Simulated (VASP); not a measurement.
VASP runs on Y3B (space group Fm-3m) share one base input (PBE GGA, plane waves, VASP's PBE PAW potentials (set 64)) and change the settings named in each case.

### POSCAR
```
Y3B
1.0
  0.0000000000   4.1546640000   4.1546640000
  4.1546640000   0.0000000000   4.1546640000
  4.1546640000   4.1546640000   0.0000000000
B Y
1 3
Direct
  0.0000000000   0.0000000000   0.0000000000
  0.5000000000   0.5000000000   0.5000000000
  0.2500000000   0.2500000000   0.2500000000
  0.7500000000   0.7500000000   0.7500000000
```

KPOINTS:
```
Automatic mesh
0
Gamma
6 6 6
```

### INCAR
```
SYSTEM = Y3B
PREC = Accurate; ENCUT = 400; LREAL = F
LASPH = T
EDIFF = 1E-6; NELM = 100; ALGO = Normal
LMAXMIX = 4
ISMEAR = -1; SIGMA = 0.136
GGA = PE
ISIF = 2
LWAVE = F; LCHARG = F
```

POTCAR, in this order: B Y_sv (PBE.64 set). Program: vasp_std.

```csv
change,E(σ→0) (eV/atom),pressure (GPa),−TS (eV)
base run,-5.2513,-9.10,-0.4618
"GGA removed, POTCAR B Y_sv (LDA.64 set)",-5.6138,[?],[?]
"GGA_COMPAT = .FALSE., LNONCOLLINEAR = .TRUE., LSORBIT = .TRUE., MAGMOM = 0.0 0.0 0.0 0.0 0.0 0.0 0.0 0.0 0.0 0.0 0.0 0.0, program vasp_ncl",-5.2877,[?],[?]
KPOINTS 5×5×5 Γ-centred mesh,-5.2505,-9.06,-0.4665
```

What belongs in the gaps?

- GGA removed, POTCAR B Y_sv (LDA.64 set), pressure (GPa): -11.35
- GGA removed, POTCAR B Y_sv (LDA.64 set), −TS (eV): -0.4674
- GGA_COMPAT = .FALSE., LNONCOLLINEAR = .TRUE., LSORBIT = .TRUE., MAGMOM = 0.0 0.0 0.0 0.0 0.0 0.0 0.0 0.0 0.0 0.0 0.0 0.0, program vasp_ncl, pressure (GPa): -9.11
- GGA_COMPAT = .FALSE., LNONCOLLINEAR = .TRUE., LSORBIT = .TRUE., MAGMOM = 0.0 0.0 0.0 0.0 0.0 0.0 0.0 0.0 0.0 0.0 0.0 0.0, program vasp_ncl, −TS (eV): -0.4621

Energies of different potentials or functionals have different zeros.  At 400 eV the pressure can carry a Pulay error.

Left out are runs that ran out of time, are held back, or changed the cell or the kind of run, fixed moments of cells without a moment, rows past the twelfth, gaps on odd meshes, pressures of charged cells and columns that move by less than the noise.

The structure was generated: Y3B was put into an ordered model structure, which need not be its known phase. The cell was not relaxed at this level, its lattice was scaled by up to 2.5 %. VASP warned that the highest band is occupied, so more bands are needed.
